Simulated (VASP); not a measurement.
Computed with PBE GGA with D3 dispersion (zero damping), VASP's PBE PAW potentials (set 64) (plane waves; VASP).

VASP ran on this input.

POSCAR:
```
Al
1
    0.0000000000     1.9815045092     1.9815045092
    1.9815045092     0.0000000000     1.9815045092
    1.9815045092     1.9815045092     0.0000000000
Al
1
Direct
  0.0000000000   0.0000000000   0.0000000000
```

**INCAR**
```
# general
SYSTEM = Al
PREC   = Accurate
ENCUT  = 520
LREAL  = F   # projection in real space or not
LASPH  = T   # aspherical one-centre terms

# electronic loop
EDIFF  = 1E-7
NELM   = 100
ALGO   = Normal   # blocked Davidson

# smearing
ISMEAR = 1   # Methfessel-Paxton
SIGMA  = 0.1   # width (eV)

# functional
GGA    = PE
IVDW   = 11   # D3, zero damping

# ions
ISIF   = 2   # forces and stress, cell fixed

# output
LWAVE  = F
LCHARG = F
```

### KPOINTS
```
K-points
0
Gamma
 16 16 16
```

POTCAR, in this order: Al (PBE.64 set). Program: vasp_std.

What VASP printed:

### OSZICAR
```
       N       E                     dE             d eps       ncg     rms          rms(c)
DAV:   1    -0.136254478363E+01   -0.13625E+01   -0.90207E+02  1510   0.333E+02
DAV:   2    -0.374052932034E+01   -0.23780E+01   -0.22684E+01  1810   0.331E+01
DAV:   3    -0.376100925360E+01   -0.20480E-01   -0.20493E-01  1975   0.376E+00
DAV:   4    -0.376108235804E+01   -0.73104E-04   -0.73105E-04  1905   0.205E-01
DAV:   5    -0.376108272099E+01   -0.36295E-06   -0.36349E-06  1955   0.127E-02    0.141E+00
DAV:   6    -0.374742029814E+01    0.13662E-01   -0.13703E-03  1745   0.284E-01    0.817E-01
DAV:   7    -0.373747467122E+01    0.99456E-02   -0.41869E-03  1680   0.461E-01    0.156E-01
DAV:   8    -0.373747181687E+01    0.28543E-05   -0.22666E-05  1900   0.516E-02    0.137E-02
DAV:   9    -0.373747022028E+01    0.15966E-05   -0.89009E-07  1825   0.690E-03    0.107E-03
DAV:  10    -0.373746993761E+01    0.28266E-06   -0.43747E-09  1460   0.777E-04    0.112E-03
DAV:  11    -0.373746987412E+01    0.63490E-07   -0.22413E-10   970   0.149E-04
   1 F= -.39114151E+01 E0= -.39115118E+01  d E =0.290108E-03
```

### OUTCAR
```
------------------------ aborting loop because EDIFF is reached ----------------------------------------
 Edisp (eV)   -0.17395
  FORCE on cell =-STRESS in cart. coord.  units (eV):
  Direction    XX          YY          ZZ          XY          YZ          ZX
  --------------------------------------------------------------------------------------
  Total       0.29605     0.29605     0.29605    -0.00000    -0.00000     0.00000
  in kB      30.48291    30.48291    30.48291    -0.00000    -0.00000     0.00000
  external pressure =       30.48 kB  Pullay stress =        0.00 kB
  volume of cell :       15.56
      direct lattice vectors                 reciprocal lattice vectors
     0.000000000  1.981504509  1.981504509    -0.252333516  0.252333516  0.252333516
     1.981504509  0.000000000  1.981504509     0.252333516 -0.252333516  0.252333516
     1.981504509  1.981504509  0.000000000     0.252333516  0.252333516 -0.252333516
 POSITION                                       TOTAL-FORCE (eV/Angst)
 -----------------------------------------------------------------------------------
      0.00000      0.00000      0.00000         0.000000      0.000000      0.000000
 -----------------------------------------------------------------------------------
    total drift:                                0.000000     -0.000000     -0.000000
  FREE ENERGIE OF THE ION-ELECTRON SYSTEM (eV)
  ---------------------------------------------------
  free  energy   TOTEN  =        -3.9114151171 eV

  energy  without entropy=       -3.9117052250  energy(sigma->0) =       -3.91151182
```
(Selected blocks of OUTCAR.)

The compound is Al in the fcc structure. This cell is one point of a volume scan, at 0.97 of the reference volume.
